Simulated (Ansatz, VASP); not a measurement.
## One calculation of Al3BP2, two programs

```xyz
6
Lattice="6.1353 0.0000 0.0000 -3.0677 5.3134 0.0000 0.0000 0.0000 3.3707" Properties=species:S:1:pos:R:3 pbc="T T T"
Al    3.0677    0.0000    1.6853
Al    1.5338    2.6567    1.6853
Al   -1.5338    2.6567    1.6853
B     0.0000    0.0000    0.0000
P     0.0000    3.5422    0.0000
P     3.0677    1.7711    0.0000
```

Change from the starting cell: species swapped into the EuB2Rh3 type (P6/mmm, No. 191).

Alike in both runs: functional PBE; k mesh 6 × 6 × 12; occupations gaussian, width 0.1 eV; no spin polarisation.

Ansatz relaxed the structure, and its values are those at the end. VASP's run is a single point on that final structure, the one shown.

```csv
,VASP,Ansatz
version,VASP 6.6.1,Ansatz 0.2.0
potentials or method,"VASP PAW PBE potentials, release 64 (Al, B, P)","scalar-relativistic, plane waves, PAW"
plane-wave cutoff (eV),520,420
valence electrons in the cell,22,22
```

VASP gave:

- gap on the k mesh at the Fermi level (eV): none
- pressure (GPa): -0.1

Problem. Which values does Ansatz return?

Solution. gap on the k mesh at the Fermi level (eV): none; pressure (GPa): 0.0.

A gap of «none» marks a metal or a gap that the smearing closes.
